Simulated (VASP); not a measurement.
Level of theory: PBEsol GGA, VASP's PBE PAW potentials (set 64) (plane waves; VASP).

Input for VASP

POSCAR:
```
Na
1
   -1.7652622277     1.7652622277     1.7652622277
    1.7652622277    -1.7652622277     1.7652622277
    1.7652622277     1.7652622277    -1.7652622277
Na
1
Direct
  0.0000000000   0.0000000000   0.0000000000
```

### KPOINTS
```
Automatic mesh
0
Gamma
14 14 14
0 0 0
```

### INCAR
```
# general
SYSTEM   =  Na
PREC     =  Accurate
ENCUT    =  500
LREAL    =  .FALSE.
LASPH    =  .TRUE.

# electronic loop
EDIFF    =  1E-6
NELM     =  100
ALGO     =  Normal

# smearing
ISMEAR   =  1
SIGMA    =  0.1

# functional
GGA      =  PS

# ions
IBRION   =  2
NSW      =  40
ISIF     =  3
EDIFFG   =  -0.02
PSTRESS  =  100

# output
LWAVE    =  .FALSE.
LCHARG   =  .FALSE.
```

POTCAR, in this order: Na_pv (PBE.64 set). Program: vasp_std.

Task: What will the output report for the number of irreducible k-points (NKPTS), largest plane-wave count, number of space-group operations, FFT grid (NGX, NGY, NGZ)?

Result: 
| Item | Value |
|---|---|
| number of irreducible k-points (NKPTS) | 104 |
| largest plane-wave count | 586 |
| number of space-group operations | 48 |
| FFT grid (NGX, NGY, NGZ) | 24 × 24 × 24 |

The compound is Na in the bcc structure. It was relaxed first under an external pressure of 10 GPa.
